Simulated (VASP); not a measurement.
An input for Quantum ESPRESSO's pw.x (written as the equivalent of a VASP run, and not itself run):

```
&CONTROL
  calculation = 'scf'
  pseudo_dir = './pseudo'
  outdir = './out'
  tprnfor = .true.
  tstress = .true.
/
&SYSTEM
  ibrav = 0
  nat = 4
  ntyp = 2
  ecutwfc = 94
  occupations = 'tetrahedra'
  input_dft = 'pbe'
/
&ELECTRONS
  conv_thr = 7.3e-09
  electron_maxstep = 100
/
ATOMIC_SPECIES
  Cr 51.996 Cr.upf
  Al 26.982 Al.upf
CELL_PARAMETERS angstrom
     2.6850960    0.0000000    0.0000000
    -1.3425480    2.3253613   -0.0000000
     0.0000000    0.0000000    8.4428924
ATOMIC_POSITIONS crystal
  Cr   0.0000000  0.0000000  0.0000000
  Cr   0.0000000  0.0000000  0.5000000
  Al   0.3333330  0.6666670  0.2500000
  Al   0.6666670  0.3333330  0.7500000
K_POINTS automatic
  15 15 4 0 0 0
```

Question: Translate this input to VASP (INCAR, KPOINTS, POSCAR, choice of POTCAR).

Answer: This is not unique; one that fits is 
### KPOINTS
```
K-points
0
Gamma
 15 15 4
0 0 0
```

File POSCAR:
```
CrAl
16.8857850
  0.1590151695   0.0000000000   0.0000000000
 -0.0795075848   0.1377111761   0.0000000000
  0.0000000000   0.0000000000   0.4999999936
Cr Al
2 2
Direct
  0.0000000000   0.0000000000   0.0000000000
  0.0000000000   0.0000000000   0.5000000000
  0.3333330000   0.6666670000   0.2500000000
  0.6666670000   0.3333330000   0.7500000000
```

### INCAR
```
SYSTEM = CrAl
LCHARG = .True.
EDIFF = 1E-7
LORBIT = 11   # lm-projected
ISMEAR = -5   # tetrahedra, Bloechl
ALGO = Normal   # blocked Davidson
ISIF = 2   # forces and stress, cell fixed
LREAL = .False.
LASPH = .True.   # aspherical one-centre terms
LWAVE = .False.
GGA = PE
ENCUT = 400
LMAXMIX = 4
NEDOS = 601   # DOS grid
LEFG = .True.
NELM = 100
PREC = Accurate
```

POTCAR, in this order: Cr_pv Al (PBE.64 set). Program: vasp_std.

What does not carry over: the potentials are each code's own (VASP's PAW set, PseudoDojo norm-conserving files in pw.x), so ENCUT and ecutwfc are chosen apart and not converted; conv_thr bounds pw.x's estimated SCF error, while EDIFF bounds the energy change between steps; the field gradients of LEFG aren't asked of the other code.

The structure was generated: CrAl was put into the NiAs type type (P6_3/mmc), which need not be its known phase. It was relaxed first, which changed the volume by -38 %.
